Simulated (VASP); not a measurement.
# ScIn3N2 (P-3m1) in VASP: single point with r2SCAN

Aim: the single point of ScIn3N2 with r2SCAN.

All numbers are computed with VASP 6.6.1; they aren't measurements. Logs are shortened: lines on timing, memory, paths and dates and some standing lists are left out, and cuts for length are marked.

**1. The structure**

It takes space group P-3m1 (No. 164, trigonal). The conventional cell has a = 3.312 Å, b = 3.312 Å, c = 11.243 Å, α = 90.00°, β = 90.00°, γ = 120.00°. Sc (site symmetry -3m) is surrounded by 6 N at 2.27 Å. Around In (site symmetry 3m) lie 3 N at 2.38 Å. In (site symmetry -3m) is surrounded by 12 In at 3.31 to 3.53 Å. N (site symmetry 3m) is surrounded by 3 Sc at 2.27 Å and 3 In at 2.38 Å.

The cell was built by a generator and needn't be a form met in nature.

**2. Single point, r2SCAN**

INCAR

```
SYSTEM = ScIn3N2
ALGO     = Normal         ! electronic algorithm
EDIFF    = 1E-6           ! SCF threshold, eV
ENCUT    = 520            ! plane-wave cutoff, eV
ISIF     = 2              ! what is computed and relaxed
ISMEAR   = 0              ! smearing method
KPAR     = 2            
LASPH    = .True.         ! aspherical terms in the spheres
LCHARG   = .False.        ! write CHGCAR
LMIXTAU  = .True.       
LREAL    = .False.        ! projectors in reciprocal space
LWAVE    = .False.        ! write WAVECAR
METAGGA  = R2SCAN         ! meta-GGA
NBANDS   = 39             ! bands
NELM     = 150            ! most SCF steps
PREC     = Accurate       ! precision mode
SIGMA    = 0.1            ! smearing width, eV
```

KPOINTS

```
k-points
0
Gamma
  10 10 4
  0 0 0
```

POSCAR

```
ScIn3N2
1.0
    3.3123780000      0.0000000000      0.0000000000
   -1.6561890000      2.8686030000      0.0000000000
    0.0000000000      0.0000000000     11.2427100000
Sc In N
1 3 2
Direct
    0.0000000000      0.0000000000      0.0000000000
    0.6666670000      0.3333330000      0.2360740000
    0.3333330000      0.6666670000      0.7639260000
    0.0000000000      0.0000000000      0.5000000000
    0.6666670000      0.3333330000      0.8905620000
    0.3333330000      0.6666670000      0.1094380000
```

Potentials or basis: VASP PAW PBE potentials, release 64 (Sc_sv, In_d, N).

Command:

```bash
$ cat potpaw_PBE.64/Sc_sv/POTCAR potpaw_PBE.64/In_d/POTCAR potpaw_PBE.64/N/POTCAR > POTCAR
$ mpirun -np 2 vasp_std > vasp.out
```

OUTCAR:

```text
SYSTEM = ScIn3N2
   EDIFF = 1E-6
   ENCUT = 520
   ISIF = 2
   ISMEAR = 0
   LASPH = .True.
   LREAL = .False.
   METAGGA = R2SCAN
   NELM = 150
   PREC = Accurate

 ion  position               nearest neighbor table
   1  0.000  0.000  0.000-   5 2.27   6 2.27   6 2.27   5 2.27   5 2.27   6 2.27   2 3.27   3 3.27
                             3 3.27   2 3.27   3 3.27   2 3.27
   2  0.667  0.333  0.236-   6 2.38   6 2.38   6 2.38   1 3.27   1 3.27   1 3.27   4 3.53   4 3.53
                             4 3.53
   3  0.333  0.667  0.764-   5 2.38   5 2.38   5 2.38   1 3.27   1 3.27   1 3.27   4 3.53   4 3.53
                             4 3.53
   4  0.000  0.000  0.500-   2 3.53   3 3.53   3 3.53   2 3.53   2 3.53   3 3.53
   5  0.667  0.333  0.891-   1 2.27   1 2.27   1 2.27   3 2.38   3 2.38   3 2.38
   6  0.333  0.667  0.109-   1 2.27   1 2.27   1 2.27   2 2.38   2 2.38   2 2.38

  LATTYP: Found a hexagonal cell.
 ALAT       =     3.3123780000
 C/A-ratio  =     3.3941506676

  Lattice vectors:

 A1 = (   3.3123780000,   0.0000000000,   0.0000000000)
 A2 = (  -1.6561890000,   2.8686030000,   0.0000000000)
 A3 = (   0.0000000000,   0.0000000000,  11.2427100000)

Analysis of symmetry for initial positions (statically):
=====================================================================
 Subroutine PRICEL returns:
 Original cell was already a primitive cell.

 Routine SETGRP: Setting up the symmetry group for a
 hexagonal supercell.

 Subroutine GETGRP returns: Found 12 space group operations
 (whereof 12 operations were pure point group operations)
 out of a pool of 24 trial point group operations.

The static configuration has the point symmetry D_3d.

Analysis of symmetry for dynamics (positions and initial velocities):
=====================================================================
 Subroutine PRICEL returns:
 Original cell was already a primitive cell.

 Routine SETGRP: Setting up the symmetry group for a
 hexagonal supercell.

 Subroutine GETGRP returns: Found 12 space group operations
 (whereof 12 operations were pure point group operations)
 out of a pool of 24 trial point group operations.

The dynamic configuration has the point symmetry D_3d.

 Subroutine INISYM returns: Found 12 space group operations
 (whereof 12 operations are pure point group operations),
 and found     1 'primitive' translations

----------------------------------------------------------------------------------------

                                     Primitive cell

  volume of cell :     106.8271

  direct lattice vectors                    reciprocal lattice vectors
     3.312378000  0.000000000  0.000000000     0.301897911  0.174300870  0.000000000
    -1.656189000  2.868603000  0.000000000     0.000000000  0.348601741  0.000000000
     0.000000000  0.000000000 11.242710000     0.000000000  0.000000000  0.088946526

  length of vectors
     3.312378000  3.312377571 11.242710000     0.348601696  0.348601741  0.088946526

  position of ions in fractional coordinates (direct lattice)
     0.000000000  0.000000000  0.000000000
     0.666667000  0.333333000  0.236074000
     0.333333000  0.666667000  0.763926000
     0.000000000  0.000000000  0.500000000
     0.666667000  0.333333000  0.890562000
     0.333333000  0.666667000  0.109438000

  ion indices of the primitive-cell ions
   primitive index   ion index
                 1           1
                 2           2
                 3           3
                 4           4
                 5           5
                 6           6

----------------------------------------------------------------------------------------

 KPOINTS: k-points

Automatic generation of k-mesh.
 Grid dimensions read from file:
 generate k-points for:   10   10    4

 Generating k-lattice:

  Cartesian coordinates                     Fractional coordinates (reciprocal lattice)
     0.030189791  0.017430087  0.000000000     0.100000000 -0.000000000  0.000000000
     0.000000000  0.034860174  0.000000000     0.000000000  0.100000000  0.000000000
     0.000000000  0.000000000  0.022236632     0.000000000  0.000000000  0.250000000

  Length of vectors
     0.034860170  0.034860174  0.022236632

  Shift w.r.t. Gamma in fractional coordinates (k-lattice)
     0.000000000  0.000000000  0.000000000

 Subroutine IBZKPT returns following result:
 ===========================================

 Found     50 irreducible k-points:

 Following reciprocal coordinates:
            Coordinates               Weight
  0.000000  0.000000  0.000000      1.000000
  0.100000  0.000000  0.000000      6.000000
  0.200000  0.000000  0.000000      6.000000
  0.300000  0.000000  0.000000      6.000000
  0.400000  0.000000  0.000000      6.000000
  0.500000  0.000000  0.000000      3.000000
[... 16 lines left out ...]
  0.000000  0.400000  0.250000      6.000000
  0.500000  0.000000  0.250000      6.000000
 [... further k-points ...]
   k-points           NKPTS =     50   k-points in BZ     NKDIM =     50   number of bands    NBANDS=     39
   number of dos      NEDOS =    301   number of ions     NIONS =      6
   total plane-waves  NPLWV =  65856
   dimension x,y,z NGX =    28 NGY =   28 NGZ =   84
   dimension x,y,z NGXF=    56 NGYF=   56 NGZF=  168
   ions per type =               1   3   2
   NGX,Y,Z   is equivalent  to a cutoff of  14.05, 14.05, 12.42 a.u.
   NGXF,Y,Z  is equivalent  to a cutoff of  28.11, 28.11, 24.84 a.u.
 SYSTEM =  ScIn3N2
   PREC   = accura    normal or accurate (medium, high low for compatibility)
   ISTART =      0    job   : 0-new  1-cont  2-samecut
   ICHARG =      2    charge: 1-file 2-atom 10-const
   ISPIN  =      1    spin polarized calculation?
   LNONCOLLINEAR =      F non collinear calculations
   LSORBIT =      F    spin-orbit coupling
   LASPH  =      T    aspherical Exc in radial PAW
   ENCUT  =  520.0 eV  38.22 Ry    6.18 a.u.   6.16  6.16 20.90*2*pi/ulx,y,z
   NELM   =    150;   NELMIN=  2; NELMDL= -5     # of ELM steps
   EDIFF  = 0.1E-05   stopping-criterion for ELM
   LREAL  =      F    real-space projection
   EDIFFG = 0.1E-04   stopping-criterion for IOM
   NSW    =      0    number of steps for IOM
   IBRION =     -1    ionic relax: 0-MD 1-quasi-New 2-CG
   NFREE  =      0    steps in history (QN), initial steepest desc. (CG)
   ISIF   =      2    stress and relaxation
   ISYM   =      2    0-nonsym 1-usesym 2-fastsym
   POTIM  = 0.5000    time-step for ionic-motion
   TEBEG  =    0.0;   TEEND  =   0.0 temperature during run
   PSTRESS=    0.0 pullay stress
   NELECT =      60.0000    total number of electrons
   NUPDOWN=      -1.0000    fix difference up-down
   EMIN   =  10.00;   EMAX   =-10.00  energy-range for DOS
   EFERMI =   0.00;   METHOD = LEGACY
   ISMEAR =     0;   SIGMA  =   0.10  broadening in eV -4-tet -1-fermi 0-gaus
   EFERMI_NEDOS =   21; number of points for ismear=-14 and -15
   IALGO  =     38    algorithm
   IMIX   =      4    mixing-type and parameters
     AMIX     =   0.40;   BMIX     =  1.00
     AMIX_MAG =   1.60;   BMIX_MAG =  1.00
  volume/ion in A,a.u.               =      17.80       120.15
  Fermi-wavevector in a.u.,A,eV,Ry     =   1.350718  2.552488 24.823014  1.824440
  Thomas-Fermi vector in A             =   2.478200
   LORBIT       =      0    0 simple, 1 ext, 2 COOP (PROOUT), +10 PAW based schemes
   METAGGA = R2SCAN    functional components
   LHFCALC =     F    Hartree Fock is set to
   AEXX    =    0.0000 exact exchange contribution
   IVDW    =     0    specifies the selected vdW correction
   LEPSILON=     F    determine dielectric tensor
   LRPA    =     F    only Hartree local field effects (RPA)
 non-spin polarized calculation
 Gauss-broadening in eV      SIGMA  =   0.10
  energy-cutoff  :      520.00
  volume of cell :      106.83
 maximum number of plane-waves:      2898
 NGX is ok and might be reduce to    28
   NGX = 13   NGY = 13   NGZ = 41

 number of electron      60.0000007 magnetization

 Free energy of the ion-electron system (eV)
  ---------------------------------------------------
  ext. energy  EPLUGINS =         0.00000000
  ---------------------------------------------------
  free energy    TOTEN  =      -100.74651864 eV

  energy without entropy =     -100.73891024  energy(sigma->0) =     -100.74271444

 E-fermi :   7.0293     XC(G=0): -11.4923

 val. band max:        7.0229763554   @ k =   0.4000   0.2000   0.5000
 cond. band min:       7.0375517761   @ k =   0.4000   0.1000   0.2500
 fundamental gap:      0.0145754207
 Fermi energy:         7.0292856200

 k-point     1 :       0.0000    0.0000    0.0000
  band No.  band energies     occupation
      1     -44.1138      2.00000
      2     -21.9278      2.00000
      3     -21.6086      2.00000
      4     -21.6086      2.00000
      5      -8.6908      2.00000
      6      -7.9940      2.00000
[... 31 lines left out ...]
     38      12.9398      0.00000
     39      16.8135      0.00000

 k-point     2 :       0.1000    0.0000    0.0000
  band No.  band energies     occupation
      1     -44.1101      2.00000
      2     -21.9192      2.00000
      3     -21.6438      2.00000
      4     -21.6156      2.00000
      5      -8.6667      2.00000
      6      -8.1327      2.00000
[... 31 lines left out ...]
     38      13.5917      0.00000
     39      15.0071      0.00000

 k-point     3 :       0.2000    0.0000    0.0000
  band No.  band energies     occupation
      1     -44.1006      2.00000
      2     -21.8968      2.00000
      3     -21.7346      2.00000
      4     -21.6340      2.00000
      5      -8.6469      2.00000
      6      -8.3698      2.00000
[... 832 lines left out ...]
 k-point    23 :       0.0000    0.4000    0.2500
  band No.  band energies     occupation
      1     -44.0791      2.00000
      2     -21.9345      2.00000
      3     -21.8429      2.00000
      4     -21.6749      2.00000
      5      -8.7610      2.00000
      6      -8.6475      2.00000
[... 31 lines left out ...]
     38      12.3562      0.00000
     39      12.8247      0.00000

 k-point    24 :       0.5000    0.0000    0.2500
  band No.  band energies     occupation
      1     -44.0755      2.00000
      2     -21.9669      2.00000
      3     -21.8345      2.00000
      4     -21.6818      2.00000
      5      -8.7998      2.00000
      6      -8.6707      2.00000
[... 31 lines left out ...]
     38      12.3650      0.00000
     39      13.0226      0.00000

 [... further k-points ...]

------------------------ aborting loop because EDIFF is reached ----------------------------------------

  FORCE on cell =-STRESS in cart. coord.  units (eV):
  Direction    XX          YY          ZZ          XY          YZ          ZX
  --------------------------------------------------------------------------------------
  -------------------------------------------------------------------------------------
  Total       -1.6387328     -1.6387322     -1.2660665     -0.0000000      0.0000000      0.0000000
  in kB      -24.5774813    -24.5774728    -18.9882858     -0.0000000      0.0000000      0.0000000
  external PRESSURE =     -22.7144133 kB  Pullay stress =       0.0000000 kB

 VOLUME and BASIS-vectors are now :
 -----------------------------------------------------------------------------
  energy-cutoff  :      520.00
  volume of cell :      106.83
      direct lattice vectors                 reciprocal lattice vectors
     3.312378000  0.000000000  0.000000000     0.301897911  0.174300870  0.000000000
    -1.656189000  2.868603000  0.000000000     0.000000000  0.348601741  0.000000000
     0.000000000  0.000000000 11.242710000     0.000000000  0.000000000  0.088946526

 POSITION                                       TOTAL-FORCE (eV/Angst)
 -----------------------------------------------------------------------------------
      0.00000      0.00000      0.00000         0.000000      0.000000      0.000000
      1.65619      0.95620      2.65411         0.000000      0.000000     -0.211513
     -0.00000      1.91240      8.58860        -0.000000     -0.000000      0.211513
      0.00000      0.00000      5.62136         0.000000      0.000000      0.000000
      1.65619      0.95620     10.01233        -0.000000      0.000000     -0.187168
     -0.00000      1.91240      1.23038         0.000000      0.000000      0.187168
 -----------------------------------------------------------------------------------
    total drift:                               -0.000000      0.000000      0.000000

  FREE ENERGIE OF THE ION-ELECTRON SYSTEM (eV)
  ---------------------------------------------------
  free  energy   TOTEN  =      -100.7465186398 eV

  energy  without entropy=     -100.7389102441  energy(sigma->0) =     -100.74271444
```

Wall time 9.9 min (2 MPI ranks of Intel Xeon Platinum 8559C (Emerald Rapids), shared host); peak memory 0.37 GiB.

Results:

* Free energy: -100.7465 eV
* Pressure: -2.3 GPa
* Largest force: 0.212 eV/Å
* Band gap on the k mesh: none (metal or under the smearing width)

Forces on the atoms (eV/Å):
```
Sc   0.000  0.000  0.000
In   0.000  0.000 -0.212
In   0.000  0.000  0.212
In   0.000  0.000  0.000
N    0.000  0.000 -0.187
N    0.000  0.000  0.187
```

Caveat: the PAW data sets were made with another functional, which shifts forces and pressure a little.
